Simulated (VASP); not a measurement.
Given:

```
Cu2La
1.0
    4.34500     0.00000     0.00000
   -2.17250     3.76288     0.00000
    0.00000     0.00000     3.81900
La Cu
1 2
Direct
  0.00000   0.00000   0.00000
  0.33333   0.66667   0.50000
  0.66667   0.33333   0.50000
```

These are LDA (Ceperley-Alder, Perdew-Zunger), VASP's LDA PAW potentials (set 64) (plane waves; VASP) values and carry that method's errors. Settings: 300 eV cut-off, 6×6×6 Γ-centred mesh, Fermi-Dirac smearing of 0.10 eV, potentials La Cu.

At this cut-off the stress carries a Pulay error, which pulls relaxed volumes low.

Task: Give the stress tensor in GPa (positive for a compressed cell).

Result: 
```
-7.71   0.00   0.00
 0.00  -7.71   0.00
 0.00   0.00  -6.37
```
The pressure is its mean diagonal, -7.26 GPa.

The structure comes from a measured LaCu2 entry of the Crystallography Open Database, whose conditions weren't checked. The cell was not relaxed at this level. The electron count is odd and the run is not spin-polarised, which forces a metal.
